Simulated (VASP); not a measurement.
# HfIn2Se5 (Cmcm) in VASP: single point with r2SCAN

Aim: the single point of HfIn2Se5 with r2SCAN.

All numbers are computed with VASP 6.6.1; they aren't measurements. Logs are shortened: lines on timing, memory, paths and dates and some standing lists are left out, and cuts for length are marked.

**1. The crystal as given**

The structure is orthorhombic, space group Cmcm (No. 63). Conventional cell: a = 5.216 Å, b = 13.889 Å, c = 13.190 Å, α = 90.00°, β = 90.00°, γ = 90.00°. Hf (site symmetry m2m) has 6 Se at 2.60 to 2.73 Å as nearest neighbours. In (site symmetry m) is surrounded by 6 Se at 2.67 to 3.05 Å. Se (site symmetry m) has 3 In at 2.73 to 3.05 Å and 1 Hf at 2.73 Å as nearest neighbours. Se (site symmetry m) has 1 Hf at 2.60 Å and 2 In at 2.67 to 2.77 Å as nearest neighbours. Around Se (site symmetry m2m) lie 2 Hf at 2.73 Å and 2 In at 2.94 Å.

The cell was built by a generator and needn't be a form met in nature.

**2. Single point, r2SCAN**

Contents of INCAR:

```
  PREC = Accurate
  ENCUT = 520
  EDIFF = 1E-6
  ISMEAR = 0
  SIGMA = 0.1
  LREAL = F
  LASPH = T
  NELM = 150
  ALGO = Normal
  ISIF = 2
  LWAVE = F
  LCHARG = F
  METAGGA = R2SCAN
  LMIXTAU = T
  NBANDS = 80
  KPAR = 8
```

Contents of KPOINTS:

```
Automatic mesh
0
Gamma
  4 4 4
```

Contents of POSCAR:

```
HfIn2Se5
1.0
    2.6082500000     -6.9446500000      0.0000000000
    2.6082500000      6.9446500000      0.0000000000
    0.0000000000      0.0000000000     13.1895800000
Hf In Se
2 4 10
Direct
    0.8018050000      0.1981950000      0.7500000000
    0.1981950000      0.8018050000      0.2500000000
    0.1350870000      0.8649130000      0.5590280000
    0.1350870000      0.8649130000      0.9409720000
    0.8649130000      0.1350870000      0.0590280000
    0.8649130000      0.1350870000      0.4409720000
    0.6893560000      0.3106440000      0.5798760000
    0.9459120000      0.0540880000      0.6245230000
    0.2446650000      0.7553350000      0.7500000000
    0.6893560000      0.3106440000      0.9201240000
    0.9459120000      0.0540880000      0.8754770000
    0.3106440000      0.6893560000      0.0798760000
    0.0540880000      0.9459120000      0.1245230000
    0.7553350000      0.2446650000      0.2500000000
    0.3106440000      0.6893560000      0.4201240000
    0.0540880000      0.9459120000      0.3754770000
```

Potentials or basis: VASP PAW PBE potentials, release 64 (Hf_pv, In_d, Se).

On the command line:

```
cat potpaw_PBE.64/Hf_pv/POTCAR potpaw_PBE.64/In_d/POTCAR potpaw_PBE.64/Se/POTCAR > POTCAR
mpirun -np 8 vasp_std > vasp.out
```

OUTCAR:

```text
PREC = Accurate
   ENCUT = 520
   EDIFF = 1E-6
   ISMEAR = 0
   LREAL = F
   LASPH = T
   NELM = 150
   ISIF = 2
   METAGGA = R2SCAN

 ion  position               nearest neighbor table
   1  0.802  0.198  0.750-   8 2.60  11 2.60   9 2.73   9 2.73   7 2.73  10 2.73
   2  0.198  0.802  0.250-  13 2.60  16 2.60  14 2.73  14 2.73  12 2.73  15 2.73
   3  0.135  0.865  0.559-  16 2.67   7 2.73   7 2.73   8 2.77   9 2.94  15 3.05
   4  0.135  0.865  0.941-  13 2.67  10 2.73  10 2.73  11 2.77   9 2.94  12 3.05
   5  0.865  0.135  0.059-  11 2.67  12 2.73  12 2.73  13 2.77  14 2.94  10 3.05
   6  0.865  0.135  0.441-   8 2.67  15 2.73  15 2.73  16 2.77  14 2.94   7 3.05
   7  0.689  0.311  0.580-   3 2.73   3 2.73   1 2.73   6 3.05
   8  0.946  0.054  0.625-   1 2.60   6 2.67   3 2.77
   9  0.245  0.755  0.750-   1 2.73   1 2.73   4 2.94   3 2.94
  10  0.689  0.311  0.920-   4 2.73   4 2.73   1 2.73   5 3.05
  11  0.946  0.054  0.875-   1 2.60   5 2.67   4 2.77
  12  0.311  0.689  0.080-   5 2.73   5 2.73   2 2.73   4 3.05
  13  0.054  0.946  0.125-   2 2.60   4 2.67   5 2.77
  14  0.755  0.245  0.250-   2 2.73   2 2.73   6 2.94   5 2.94
  15  0.311  0.689  0.420-   6 2.73   6 2.73   2 2.73   3 3.05
  16  0.054  0.946  0.375-   2 2.60   3 2.67   6 2.77

  LATTYP: Found a base centered orthorhombic cell.
 ALAT       =     5.2165000000
 B/A-ratio  =     2.6625706892
 C/A-ratio  =     2.5284347743

  Lattice vectors:

 A1 = (   2.6082500000,  -6.9446500000,   0.0000000000)
 A2 = (   2.6082500000,   6.9446500000,   0.0000000000)
 A3 = (   0.0000000000,   0.0000000000,  13.1895800000)

Analysis of symmetry for initial positions (statically):
=====================================================================
 Subroutine PRICEL returns:
 Original cell was already a primitive cell.

 Routine SETGRP: Setting up the symmetry group for a
 base centered orthorhombic supercell.

 Subroutine GETGRP returns: Found  8 space group operations
 (whereof  4 operations were pure point group operations)
 out of a pool of  8 trial point group operations.

The static configuration has the point symmetry C_2h.
 The point group associated with its full space group is D_2h.

Analysis of symmetry for dynamics (positions and initial velocities):
=====================================================================
 Subroutine PRICEL returns:
 Original cell was already a primitive cell.

 Routine SETGRP: Setting up the symmetry group for a
 base centered orthorhombic supercell.

 Subroutine GETGRP returns: Found  8 space group operations
[... 135 lines left out ...]
   ISYM   =      2    0-nonsym 1-usesym 2-fastsym
   POTIM  = 0.5000    time-step for ionic-motion
   TEBEG  =    0.0;   TEEND  =   0.0 temperature during run
   PSTRESS=    0.0 pullay stress
   NELECT =     132.0000    total number of electrons
   NUPDOWN=      -1.0000    fix difference up-down
   EMIN   =  10.00;   EMAX   =-10.00  energy-range for DOS
   EFERMI =   0.00;   METHOD = LEGACY
   ISMEAR =     0;   SIGMA  =   0.10  broadening in eV -4-tet -1-fermi 0-gaus
   EFERMI_NEDOS =   21; number of points for ismear=-14 and -15
   IALGO  =     38    algorithm
   IMIX   =      4    mixing-type and parameters
     AMIX     =   0.40;   BMIX     =  1.00
     AMIX_MAG =   1.60;   BMIX_MAG =  1.00
  volume/ion in A,a.u.               =      29.86       201.53
  Fermi-wavevector in a.u.,A,eV,Ry     =   1.066218  2.014860 15.467383  1.136821
  Thomas-Fermi vector in A             =   2.201795
   LORBIT       =      0    0 simple, 1 ext, 2 COOP (PROOUT), +10 PAW based schemes
   METAGGA = R2SCAN    functional components
   LHFCALC =     F    Hartree Fock is set to
   AEXX    =    0.0000 exact exchange contribution
   IVDW    =     0    specifies the selected vdW correction
   LEPSILON=     F    determine dielectric tensor
   LRPA    =     F    only Hartree local field effects (RPA)
 non-spin polarized calculation
 Gauss-broadening in eV      SIGMA  =   0.10
  energy-cutoff  :      520.00
  volume of cell :      477.82
 maximum number of plane-waves:     12901
   NGX = 27   NGY = 27   NGZ = 49

 number of electron     132.0000002 magnetization

 Free energy of the ion-electron system (eV)
  ---------------------------------------------------
  ext. energy  EPLUGINS =         0.00000000
  ---------------------------------------------------
  free energy    TOTEN  =      -337.18183970 eV

  energy without entropy =     -337.17945127  energy(sigma->0) =     -337.18064548

 E-fermi :   2.2687     XC(G=0):  -9.0844

 val. band max:        2.1898252919   @ k =   0.2500   0.2500   0.0000
 cond. band min:       2.3053953769   @ k =   0.0000   0.0000   0.0000
 fundamental gap:      0.1155700850
 Fermi energy:         2.2687019391

 k-point     1 :       0.0000    0.0000    0.0000
  band No.  band energies     occupation
      1     -30.2937      2.00000
      2     -30.2937      2.00000
      3     -30.2854      2.00000
      4     -30.2854      2.00000
      5     -30.2576      2.00000
      6     -30.2576      2.00000
[... 1690 lines left out ...]
     77       6.1323      0.00000
     78       6.1323      0.00000
 [bands above 78 left out]

------------------------ aborting loop because EDIFF is reached ----------------------------------------

  FORCE on cell =-STRESS in cart. coord.  units (eV):
  Direction    XX          YY          ZZ          XY          YZ          ZX
  --------------------------------------------------------------------------------------
  -------------------------------------------------------------------------------------
  Total       -4.7239473     -5.3246132     -4.8812935      0.0000000      0.0000000      0.0000000
  in kB      -15.8399967    -17.8541059    -16.3675986      0.0000000      0.0000000      0.0000000
  external PRESSURE =     -16.6872337 kB  Pullay stress =       0.0000000 kB

 VOLUME and BASIS-vectors are now :
 -----------------------------------------------------------------------------
  energy-cutoff  :      520.00
  volume of cell :      477.82
      direct lattice vectors                 reciprocal lattice vectors
     2.608250000 -6.944650000  0.000000000     0.191699415 -0.071997869  0.000000000
     2.608250000  6.944650000  0.000000000     0.191699415  0.071997869  0.000000000
     0.000000000  0.000000000 13.189580000     0.000000000  0.000000000  0.075817426

 POSITION                                       TOTAL-FORCE (eV/Angst)
 -----------------------------------------------------------------------------------
      2.60825     -4.19186      9.89218         0.000000     -0.079132     -0.000000
      2.60825      4.19186      3.29739         0.000000      0.079132     -0.000000
      2.60825      5.06839      7.37334         0.000000      0.042625     -0.058499
      2.60825      5.06839     12.41103         0.000000      0.042625      0.058499
      2.60825     -5.06839      0.77855         0.000000     -0.042625     -0.058499
      2.60825     -5.06839      5.81624         0.000000     -0.042625      0.058499
[... 8 lines left out ...]
      2.60825      2.63002      5.54126         0.000000     -0.023668      0.042817
      2.60825      6.19341      4.95238         0.000000     -0.033594      0.178413
 -----------------------------------------------------------------------------------
    total drift:                               -0.000000     -0.000000     -0.000000

  FREE ENERGIE OF THE ION-ELECTRON SYSTEM (eV)
  ---------------------------------------------------
  free  energy   TOTEN  =      -337.1818396977 eV

  energy  without entropy=     -337.1794512687  energy(sigma->0) =     -337.18064548
```

stdout:

```text
POSCAR found type information on POSCAR HfInSe
 POSCAR found :  3 types and      16 ions
 scaLAPACK will be used
 -----------------------------------------------------------------------------
|                                                                             |
|           W    W    AA    RRRRR   N    N  II  N    N   GGGG   !!!           |
|           W    W   A  A   R    R  NN   N  II  NN   N  G    G  !!!           |
[... 21 lines left out ...]
 -----------------------------------------------------------------------------

 LDA part: xc-table for (None), standard interpolation
 POSCAR, INCAR and KPOINTS ok, starting setup
 FFT: planning ... GRIDC
 FFT: planning ... GRID_SOFT
 FFT: planning ... GRID
 WAVECAR not read
 entering main loop
```

Wall time 9.4 min (8 MPI ranks of Intel Xeon 6975P-C (Granite Rapids), shared host); peak memory 1.1 GiB.

Results:

- Free energy: -337.1818 eV
- Pressure: -1.7 GPa
- Largest force: 0.182 eV/Å
- Band gap on the k mesh: 0.12 eV, indirect (least direct gap 0.35 eV)

Forces on the atoms (eV/Å):
```
Hf   0.000 -0.079  0.000
Hf   0.000  0.079  0.000
In   0.000  0.043 -0.058
In   0.000  0.043  0.058
In   0.000 -0.043 -0.058
In   0.000 -0.043  0.058
Se   0.000  0.024 -0.043
Se   0.000  0.034 -0.178
Se   0.000  0.010  0.000
Se   0.000  0.024  0.043
Se   0.000  0.034  0.178
Se   0.000 -0.024 -0.043
Se   0.000 -0.034 -0.178
Se   0.000 -0.010  0.000
Se   0.000 -0.024  0.043
Se   0.000 -0.034  0.178
```

Caveat: the PAW data sets were made with another functional, which shifts forces and pressure a little; spin-orbit coupling is left out, which moves the levels of the heavy elements. A k mesh can miss the band edges.
